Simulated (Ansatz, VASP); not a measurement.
**Code comparison for RbP₂Ru₂ (I4/mmm, 5 atoms in the cell)**

Self-consistent single point.

```
Rb(PRu)2
1.0
   -2.01581     2.01581     6.60592
    2.01581    -2.01581     6.60592
    2.01581     2.01581    -6.60592
Rb P Ru
1 2 2
Cartesian
  0.00000   0.00000   0.00000
  0.00000   0.00000   4.40601
  0.00000   0.00000   8.80582
  0.00000   2.01581   3.30296
  2.01581   0.00000   3.30296
```

Shared settings, as Ansatz (a quantum-chemistry and plane-wave program) writes them: kpoints.mp_grid.grid = 7 7 7; magnetization.spin_orbit = true; scf.occupations.method = fermi_dirac; scf.occupations.width = 0.1 eV. Potentials and cutoffs stand in the table.

```
code                                                                model  pressure (GPa)  largest force (eV/Å)   cutoff
------  -----------------------------------------------------------------  --------------  --------------------  -------
Ansatz       LDA (PW92) with spin-orbit coupling, PAW files made with PBE           -4.10                 0.172  default
VASP    LDA (PZ), spin-orbit coupling, VASP's LDA PAW potentials (set 64)           -4.19                 0.148   300 eV
```

The spread over the programs that give each value: pressure within 0.09 GPa; largest force within 0.024 eV/Å.

Ansatz's pressure is given at a fixed set of plane waves, as the other plane-wave codes print theirs; with its correction for the finite basis it is -4.01 GPa. The same LDA comes in different parametrisations, which differ slightly.

VASP's run is marked for a possible Pulay error in its stress at this cutoff; no cutoff test was made.

The starting cell comes from a database of computed structures (which also holds hypothetical and non-ambient phases and stackings), without a prior relaxation at this level.

Keys are those of Ansatz 0.2.
